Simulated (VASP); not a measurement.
Method: PBE GGA, VASP's PBE PAW potentials (set 64) (plane waves; VASP).

VASP ran on this input.

**KPOINTS**
```
Automatic mesh
0
Gamma
9 9 9
0 0 0
```

**INCAR**
```
EDIFF = 1E-6   # SCF stop (eV)
ALGO = Normal   # blocked Davidson
ISIF = 2   # forces and stress, cell fixed
NELM = 100   # most electronic steps
SIGMA = 0.1
ENCUT = 400   # plane-wave cut-off (eV)
LWAVE = .False.
LMAXMIX = 4
LCHARG = .False.
ISMEAR = 1
SYSTEM = CoAl
GGA = PE
LREAL = .False.
PREC = Accurate
LASPH = .True.
```

**POSCAR**
```
CoAl
2.91720
  1.0000000000   0.0000000000   0.0000000000
  0.0000000000   1.0000000000   0.0000000000
  0.0000000000   0.0000000000   1.0000000000
Al Co
1 1
direct
  0.5000000000   0.5000000000   0.5000000000
  0.0000000000   0.0000000000   0.0000000000
```

POTCAR, in this order: Al Co (PBE.64 set). Program: vasp_std.

Problem. What will the output report for the number of irreducible k-points (NKPTS), number of bands (NBANDS), largest plane-wave count, number of space-group operations, FFT grid (NGX, NGY, NGZ)?

Solution. 
The number of irreducible k-points (NKPTS) comes out as 35, the number of bands (NBANDS) is 10 and the largest plane-wave count is 461. The number of space-group operations is 48 and the FFT grid (NGX, NGY, NGZ) comes out as 20 × 20 × 20.

The compound is CoAl in the CsCl type structure. The cell was not relaxed at this level. The run is not spin-polarised, so no magnetic state was tried.
